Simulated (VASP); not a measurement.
Cd: relaxation of cell and atoms with PBE+D3(BJ)

The system is Cd.

```
Cd
1.0
     2.97085    0.00000    0.00000
    -1.48543    2.57284    0.00000
     0.00000    0.00000    5.61159
Cd
2
Direct
  0.33333 0.66667 0.25000
  0.66667 0.33333 0.75000
```

| Item | Value |
| --- | --- |
| Program | VASP 6.6.1 |
| Task | relaxation of cell and atoms |
| Functional | PBE |
| Dispersion | D3(BJ) |
| Potentials or basis | VASP PAW PBE potentials, release 64 (Cd) |
| Cutoff | 600 eV |
| k mesh | 15 × 15 × 7 |
| Occupations | methfessel-paxton, width 0.1 eV |
| Spin | no spin polarisation |
| Further INCAR settings | ALGO = Normal; EDIFF = 1e-07; IBRION = 2; EDIFFG = -0.005; NSW = 90; ISIF = 3 |

```
Relaxed volume                         : 21.49 Å³/atom
Relaxed cell                           : a = 2.969 Å, b = 2.969 Å, c = 5.630 Å, α = 90.00°, β = 90.00°, γ = 120.00°
Space group after relaxing (to 0.05 Å) : P6_3/mmc (No. 194)
Energy gained by relaxing              : 0.0 meV/atom
Ionic steps                            : 6
Pressure after relaxing                : 0.0 GPa
Band gap on the k mesh                 : none (metal or under the smearing width)
Dispersion energy per atom             : -0.446 eV
```

Final structure:
```yaml
crystal:
  lattice:
    - [2.96875, 0.00000, 0.00000]
    - [-1.48438, 2.57102, 0.00000]
    - [0.00000, 0.00000, 5.62980]
  atoms:
    - { symbol: Cd, position: [0.33333, 0.66667, 0.25000] }
    - { symbol: Cd, position: [0.66667, 0.33333, 0.75000] }
```

Levels at points of the mesh, in eV from the Fermi level:
| k point | band 8 | band 9 | band 10 | band 11 | band 12 | band 13 | band 14 | band 15 | band 16 |
| --- | --- | --- | --- | --- | --- | --- | --- | --- | --- |
| (0.00, 0.00, 0.00) | -8.88 | -8.88 | -8.64 | -8.64 | -3.23 | -3.22 | 10.31 | 14.39 | 14.66 |

Run time: 65 s on 1 thread of Intel(R) Xeon(R) 6975P-C (Granite Rapids) (shared host), peak memory 0.23 GiB.

Caveat: pairwise dispersion overbinds metals, which lowers pressure and volume.
